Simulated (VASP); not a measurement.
Here is the system:

```
Hf
1.0
    1.55841    -2.69925     0.00000
    1.55841     2.69925     0.00000
    0.00000     0.00000     4.95461
Hf
2
Direct
  0.33333   0.66667   0.25000
  0.66667   0.33333   0.75000
```

Calculation: LDA (Ceperley-Alder, Perdew-Zunger), VASP's LDA PAW potentials (set 64) (plane waves; VASP 6.6.1). Settings: 500 eV cut-off, 13×13×8 Γ-centred mesh, first-order Methfessel-Paxton smearing of 0.10 eV, potentials Hf_pv.

Energy and stress use the plane-wave basis of the starting cell.

Q: The ions, cell shape and volume at an external pressure of 5.0 GPa are relaxed. Which structure does the run end with?

A: 
```
Hf
1.0
    1.53944    -2.66638     0.00000
    1.53944     2.66638     0.00000
    0.00000     0.00000     4.89338
Hf
2
Cartesian
  1.53944   0.88880   1.22335
  1.53944  -0.88880   3.67004
```
Space group P6_3/mmc (194), at a tolerance of 0.03 Å.

Q: How do energy and volume change from the first to the last step?

A: The energy (σ→0) changes by +11.7 meV/atom and the volume by -3.6 %, in 3 ionic steps.

The compound is Hf in the hcp structure. This run relaxes it under an external pressure of 5 GPa. Symmetry was kept, so distortions that lower it aren't found.
